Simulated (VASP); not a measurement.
Crystal: MgSn2N2.

```
CELL_PARAMETERS angstrom
3.25728 0.00000 0.00000
-1.62864 2.82089 0.00000
0.00000 0.00000 8.68000
ATOMIC_POSITIONS crystal
Mg 0.00000 0.00000 0.00000
Sn 0.66667 0.33333 0.30242
Sn 0.33333 0.66667 0.69758
N 0.66667 0.33333 0.84747
N 0.33333 0.66667 0.15253
```

The cell was built by a generator and needn't be a form met in nature.

- Program: VASP 6.6.1
- Task: relaxation of cell and atoms
- Functional: PBE
- Potentials or basis: VASP PAW PBE potentials, release 64 (Mg, Sn_d, N)
- Cutoff: 520 eV
- k mesh: 8 × 8 × 4
- Occupations: gaussian, width 0.03 eV
- Spin: no spin polarisation

At the start: pressure 0.4 GPa; volume 15.95 Å³/atom.

Q: How do energy, volume and symmetry change on relaxing?

A: Over 15 steps the energy falls by 3.5 meV/atom and the volume is 16.54 Å³/atom (+3.7 %); space group P-3m1 (No. 164, to 0.05 Å).

Step by step:
```csv
step,energy change (eV),largest force (eV/Å),pressure (GPa),volume (Å³)
1,0.0000,0.0922,0.36,79.76
2,-0.0019,0.1296,-0.03,80.17
3,-0.0033,0.2104,-0.83,81.07
4,-0.0039,0.2022,-0.80,81.12
5,-0.0055,0.1786,-0.79,81.28
6,-0.0083,0.1328,-0.74,81.60
7,-0.0119,0.0883,-0.63,82.25
8,-0.0126,0.2119,-0.42,83.53
9,-0.0134,0.1606,-0.51,83.00
10,-0.0159,0.1095,-0.24,82.81
11,-0.0170,0.0454,0.16,82.57
12,-0.0170,0.0493,0.15,82.59
13,-0.0172,0.0214,0.00,82.69
14,-0.0173,0.0318,-0.07,82.72
15,-0.0173,0.0079,0.03,82.70
```

Final structure:
```cif
data_structure
_symmetry_space_group_name_H-M 'P 1'
_symmetry_Int_Tables_number 1
_cell_length_a 3.2548
_cell_length_b 3.2548
_cell_length_c 9.0143
_cell_angle_alpha 90.000
_cell_angle_beta 90.000
_cell_angle_gamma 120.000
_cell_volume 82.70
loop_
_atom_site_label
_atom_site_type_symbol
_atom_site_fract_x
_atom_site_fract_y
_atom_site_fract_z
_atom_site_occupancy
Mg1 Mg 0.00000 0.00000 0.00000 1
Sn1 Sn 0.66667 0.33333 0.29089 1
Sn2 Sn 0.33333 0.66667 0.70911 1
N1 N 0.66667 0.33333 0.85391 1
N2 N 0.33333 0.66667 0.14609 1
```
